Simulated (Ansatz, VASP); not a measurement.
Two plane-wave programs on HfZrSe4

```
CELL_PARAMETERS angstrom
0.00000 4.13400 4.13400
4.13400 0.00000 4.13400
4.13400 4.13400 0.00000
ATOMIC_POSITIONS crystal
Zr 0.00000 0.00000 0.00000
Hf 0.25000 0.25000 0.25000
Se 0.12401 0.62533 0.62533
Se 0.62533 0.12401 0.62533
Se 0.62533 0.62533 0.12401
Se 0.62533 0.62533 0.62533
```

Change from the starting cell: species swapped into the ErInCo4 type (F-43m, No. 216).

Alike in both runs: task single point; functional PBE; k mesh 4 × 4 × 4; occupations gaussian, width 0.1 eV; no spin polarisation.

|  | VASP | Ansatz |
| --- | --- | --- |
| version | VASP 6.6.1 | Ansatz 0.2.0 |
| potentials or method | VASP PAW PBE potentials, release 64 (Zr_sv, Hf_pv, Se) | scalar-relativistic, plane waves, PAW |
| plane-wave cutoff (eV) | 520 | 420 |
| valence electrons in the cell | 46 | 102 |

```csv
,VASP,Ansatz,Ansatz less VASP
gap on the k mesh at the Fermi level (eV),none,none,-
pressure (GPa),-7.1,-7.0,+0.09
rms of the force components (eV/Å),0.065,0.063,-0.0016
```

Atom by atom the forces differ by 0.002 eV/Å (rms over components). A gap of «none» marks a metal or a gap that the smearing closes. The functional is the same, so the differences come from potentials, cutoffs and numerics. The two sets of potentials don't hold the same shells in valence.

Spin-orbit coupling is left out, which matters for the levels of Hf.
